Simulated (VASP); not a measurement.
Here is the system:

```
Pd
1.0
    0.00000     1.93459     1.93459
    1.93459     0.00000     1.93459
    1.93459     1.93459     0.00000
Pd
1
Cartesian
  0.00000   0.00000   0.00000
```

Method: PBEsol GGA with spin-orbit coupling, VASP's PBE PAW potentials (set 64) (plane waves; VASP 6.6.1). Numerical set-up: 400 eV cut-off, 15×15×15 Γ-centred mesh, Gaussian smearing of 0.050 eV, potentials Pd.

Problem. Give the energies of bands 1 to 12 at the high-symmetry points, in eV from the Fermi level.

Solution. 
```json
[
 {"band": "1", "Γ": "-7.38", "X": "-5.59", "U": "-4.91", "L": "-5.50", "W": "-4.50"},
 {"band": "2", "Γ": "-7.38", "X": "-5.59", "U": "-4.91", "L": "-5.50", "W": "-4.50"},
 {"band": "3", "Γ": "-3.07", "X": "-5.30", "U": "-4.32", "L": "-3.17", "W": "-3.58"},
 {"band": "4", "Γ": "-3.07", "X": "-5.30", "U": "-4.32", "L": "-3.17", "W": "-3.58"},
 {"band": "5", "Γ": "-3.07", "X": "-0.09", "U": "-2.08", "L": "-2.83", "W": "-3.47"},
 {"band": "6", "Γ": "-3.07", "X": "-0.09", "U": "-2.08", "L": "-2.83", "W": "-3.47"},
 {"band": "7", "Γ": "-2.76", "X": "0.18", "U": "-0.98", "L": "-0.11", "W": "-1.35"},
 {"band": "8", "Γ": "-2.76", "X": "0.18", "U": "-0.98", "L": "-0.11", "W": "-1.35"},
 {"band": "9", "Γ": "-1.23", "X": "0.47", "U": "-0.15", "L": "0.08", "W": "0.31"},
 {"band": "10", "Γ": "-1.23", "X": "0.47", "U": "-0.15", "L": "0.08", "W": "0.31"},
 {"band": "11", "Γ": "-1.23", "X": "3.23", "U": "7.12", "L": "0.87", "W": "8.74"},
 {"band": "12", "Γ": "-1.23", "X": "3.23", "U": "7.12", "L": "0.87", "W": "8.74"}
]
```

It has no gap at this level: it comes out as a metal or semimetal.

The structure comes from a measured Pd entry (Fm-3m) of the Crystallography Open Database, whose conditions weren't checked. It was relaxed first.
